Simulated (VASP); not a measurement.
# Settings for LuAs: energy along a vibration (SMASS = -2)

LuAs, Fm-3m (no. 225), atoms displaced along the mode, 2 atoms in the cell. LDA, energy along a line of displacements; PAW potentials Lu, As (PBE set). VASP 6.6.1.

Wanted: harmonic frequency within 1 %.

Space group without the displacement: Fm-3m (no. 225); Mode: optical mode at Gamma along x.

POSCAR:
```
LuAs
1.0
    0.0000000000      2.8381907470      2.8381907470
    2.8381907470      0.0000000000      2.8381907470
    2.8381907470      2.8381907470      0.0000000000
Lu As
1 1
Direct
    0.5042255120      0.4957744880      0.4957744880
   -0.0098679735      0.0098679735      0.0098679735

    0.0059964045   0.0000000000   0.0000000000
   -0.0140035955   0.0000000000   0.0000000000
```

The series start from k mesh: 5 × 5 × 5; Cutoff (eV): 340; Step along the mode (Å): 0.02; Extrapolation between steps (IWAVPR): 11. Each series keeps the choices made before it, and each single choice may use up half of a tolerance.

## k mesh

| k mesh | Harmonic frequency (THz) | Time (s) |
|---|---|---|
| 2 × 2 × 2 | 7.151 | 28 |
| 3 × 3 × 3 | 3.434 | 25 |
| 4 × 4 × 4 | 4.644 | 41 |
| 5 × 5 × 5 | 3.761 | 60 |
| 6 × 6 × 6 | 4.375 | 100 |
| 7 × 7 × 7 (reference) | 4.758 | 149 |

Chosen: 7 × 7 × 7; the next looser run is off by more than half of the tolerance, so convergence isn't shown beyond this value.

## Cutoff (eV)

| Cutoff (eV) | Harmonic frequency (THz) | Time (s) |
|---|---|---|
| 180 | 4.869 | 116 |
| 220 | 4.804 | 137 |
| 260 | 4.766 | 156 |
| 300 | 4.761 | 140 |
| 340 | 4.758 | 149 |
| 390 (reference) | 4.757 | 255 |

Chosen: 260, the loosest value from which every tighter one stays within half of the tolerance.

## Extrapolation between steps (IWAVPR)

| Extrapolation between steps (IWAVPR) | Harmonic frequency (THz) | Time (s) |
|---|---|---|
| 11 | 4.766 | 156 |
| 12 | 4.766 | 118 |
| 0 | 4.766 | 177 |

Chosen: 11; no other choice that stays within half of the tolerance saves 30 % of the time.

## All choices together

| Input | Harmonic frequency (THz) | Time (s) |
|---|---|---|
| defaults on a coarse mesh (naive) | 3.743 | 5.5 |
| chosen settings | 4.766 | 156 |
| reference settings throughout | 4.757 | 317 |

The chosen settings stay within the tolerance of the reference run, but the reference itself isn't shown to be converged in: k mesh.

## The input

INCAR:
```
SYSTEM = LuAs
  ALGO = Normal
  EDIFF = 1E-7
  ENCUT = 260
  GGA = CA
  IBRION = 0
  ISMEAR = 0
  ISYM = 0
  IWAVPR = 11
  KPAR = 2
  LASPH = .True.
  LCHARG = .False.
  LREAL = .False.
  LWAVE = .False.
  NELMIN = 4
  NSW = 9
  POTIM = 1
  PREC = Accurate
  SIGMA = 0.03
  SMASS = -2
```

KPOINTS:
```
Automatic mesh
0
Gamma
  7 7 7
  0 0 0
```

Commands:
```
cat potpaw_PBE.64/Lu/POTCAR potpaw_PBE.64/As/POTCAR > POTCAR
mpirun -np 2 vasp_std > vasp.out
```

The chosen input took VASP 6.6.1 156 s on 2 cores (Intel Xeon Platinum 8259CL @ 2.50GHz (Skylake/Cascade Lake)), a shared host.
